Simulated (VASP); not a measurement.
Input:

```
O2Si
1.0
    4.13141     0.00000     0.00000
    0.00000     4.13141     0.00000
    0.00000     0.00000     2.65549
Si O
2 4
Cartesian
  0.00000   0.00000   0.00000
  2.06571   2.06571   1.32775
  1.25921   1.25921   0.00000
  3.32491   0.80650   1.32775
  0.80650   3.32491   1.32775
  2.87220   2.87220   0.00000
```

Level of theory: r2SCAN meta-GGA, VASP's PBE PAW potentials (set 64) (plane waves; VASP 6.6.1). Numerical set-up: 620 eV cut-off, 6×6×8 Γ-centred mesh, Gaussian smearing of 0.050 eV, potentials Si O.

Energy and stress use the plane-wave basis of the starting cell.

### Question
The ions, cell shape and volume at an external pressure of 20.0 GPa are relaxed. What does this cell relax into?

### Answer

```
O2Si
1.0
    4.08960     0.00000     0.00000
    0.00000     4.08960     0.00000
    0.00000     0.00000     2.63907
Si O
2 4
Direct
  0.00000   0.00000   0.00000
  0.50000   0.50000   0.50000
  0.30394   0.30394   0.00000
  0.80394   0.19606   0.50000
  0.19606   0.80394   0.50000
  0.69606   0.69606   0.00000
```
Space group P4_2/mnm (136), at a tolerance of 0.03 Å.

### Question
How do energy and volume change from the first to the last step?

### Answer
The energy (σ→0) changes by +18.3 meV/atom and the volume by -2.6 %, in 7 ionic steps.

```
step  E(σ→0) (eV)  max force (eV/Å)  pressure (GPa)  volume (Å³)
----  -----------  ----------------  --------------  -----------
1        -58.7601             0.005            9.92        45.33
2        -58.2986             0.476           40.31        42.28
3        -58.6576             0.165           19.82        44.21
4        -58.6548             0.168           20.03        44.19
5        -58.6456             0.086           20.08        44.10
6        -58.6489             0.017           20.06        44.13
7        -58.6503             0.003           19.92        44.14
```

The compound is SiO2 in the rutile structure, stishovite, a high-pressure form. This run relaxes it under an external pressure of 20 GPa. Symmetry was kept, so distortions that lower it aren't found.
